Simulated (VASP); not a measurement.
Runs of VASP 6.6.1 on MoS2. The structure is hexagonal, space group P6_3/mmc (No. 194). Conventional cell: a = 3.161 Å, b = 3.161 Å, c = 15.983 Å, α = 90.00°, β = 90.00°, γ = 120.00°. Mo (site symmetry -6m2) has 6 S at 2.40 Å as nearest neighbours. S (site symmetry 3m) has 3 Mo at 2.40 Å as nearest neighbours. The cell was built by a generator and needn't be a form met in nature.

```tsv
level	potentials or basis	further INCAR settings	gap on the mesh (eV)	pressure (GPa)	largest force (eV/Å)
LDA	VASP PAW LDA potentials, release 64 (Mo_sv, S)	ALGO = Fast; EDIFF = 1e-06	1.87	-3.9	(b)
optB86b-vdW	VASP PAW PBE potentials, release 64 (Mo_sv, S)	ALGO = Fast; EDIFF = 1e-06	1.86	0.2	0.14
PBE+D4	VASP PAW PBE potentials, release 64 (Mo_sv, S)	ALGO = Fast; EDIFF = 1e-06	1.87	-0.8	(a)
PBEsol	VASP PAW PBE potentials, release 64 (Mo_sv, S)	ALGO = Fast; EDIFF = 1e-06	1.88	-2.0	0.25
vdW-DF2	VASP PAW PBE potentials, release 64 (Mo_sv, S)	ALGO = Fast; EDIFF = 1e-06	(c)	9.2	1.08
SCAN	VASP PAW PBE potentials, release 64 (Mo_sv, S)	ALGO = Normal; EDIFF = 1e-06	1.98	-0.2	0.17
```

Alike in all rows: task single point; no spin polarisation; cell as given; k mesh 8 × 8 × 2; cutoff (eV) 520; smearing fermi-dirac 0.05 eV.

Task: Fill in the values left out.

Result: (a) 0.01; (b) 0.47; (c) 1.83.

Caveats: the PAW data sets were made with another functional, which shifts forces and pressure a little (some runs); this functional lacks dispersion, which binds the layers, so the pressure and a relaxed spacing across them are unreliable (some runs).

A k mesh can miss the band edges, and the runs leave out spin-orbit coupling on Mo.
